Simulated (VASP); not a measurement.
Here is the system:

```
CELL_PARAMETERS angstrom
      3.52217     0.00000     0.00000
      0.00000     3.52217     0.00000
      0.00000     0.00000     3.52217
ATOMIC_POSITIONS crystal
  Cs 0.00000 0.00000 0.00000
  Cl 0.50000 0.50000 0.50000
```

Calculation: PBE GGA, VASP's PBE PAW potentials (set 64) (plane waves; VASP 6.6.1). Settings: 500 eV cut-off, 8×8×8 Γ-centred mesh, Gaussian smearing of 0.050 eV, potentials Cs_sv Cl.

Energy and stress use the plane-wave basis of the starting cell.

Question: The ions, cell shape and volume at an external pressure of 45.0 GPa are relaxed. What does this cell relax into?

Answer: 
```
CELL_PARAMETERS angstrom
      3.40899     0.00000     0.00000
      0.00000     3.40899     0.00000
      0.00000     0.00000     3.40899
ATOMIC_POSITIONS crystal
  Cs 0.00000 0.00000 0.00000
  Cl 0.50000 0.50000 0.50000
```
Space group Pm-3m (221), at a tolerance of 0.03 Å.

Question: How do energy and volume change from the first to the last step?

Answer: The energy (σ→0) changes by +470.7 meV/atom and the volume by -9.3 %, in 5 ionic steps.

```json
[
 {"step": "1", "E(σ→0) (eV)": "-4.8396", "max force (eV/Å)": "0.000", "pressure (GPa)": "29.92", "volume (Å³)": "43.69"},
 {"step": "2", "E(σ→0) (eV)": "-0.5830", "max force (eV/Å)": "0.000", "pressure (GPa)": "101.57", "volume (Å³)": "31.94"},
 {"step": "3", "E(σ→0) (eV)": "-3.9867", "max force (eV/Å)": "0.000", "pressure (GPa)": "43.69", "volume (Å³)": "39.94"},
 {"step": "4", "E(σ→0) (eV)": "-3.9200", "max force (eV/Å)": "0.000", "pressure (GPa)": "44.78", "volume (Å³)": "39.69"},
 {"step": "5", "E(σ→0) (eV)": "-3.8983", "max force (eV/Å)": "0.000", "pressure (GPa)": "45.13", "volume (Å³)": "39.62"}
]
```

The compound is CsCl in the CsCl type structure. This run relaxes it under an external pressure of 45 GPa. Symmetry was kept, so distortions that lower it aren't found.
